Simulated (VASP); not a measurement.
Consider the following.

```yaml
crystal:
  lattice:
    - [1.27287, -2.20468, 0.00000]
    - [1.27287, 2.20468, 0.00000]
    - [0.00000, 0.00000, 4.52525]
  atoms:
    - { symbol: Zn, position: [0.33333, 0.66667, 0.25000] }
    - { symbol: Zn, position: [0.66667, 0.33333, 0.75000] }
```

These are PBE GGA, VASP's PBE PAW potentials (set 64) (plane waves; VASP) values and carry that method's errors. Run with 500 eV cut-off, 16×16×8 Γ-centred mesh, first-order Methfessel-Paxton smearing of 0.10 eV, potentials Zn.

### Question
Predict the energy per atom (σ→0), pressure, band gap (on the k-mesh) with the smallest direct gap where there is one.

### Answer

```json
{
 "band gap (on the k-mesh)": "none (metal, semimetal or under 0.01 eV)",
 "energy per atom (σ→0)": "-0.984 eV/atom",
 "pressure": "19.94 GPa"
}
```

The compound is Zn in the hcp structure. It was relaxed first under an external pressure of 20 GPa.
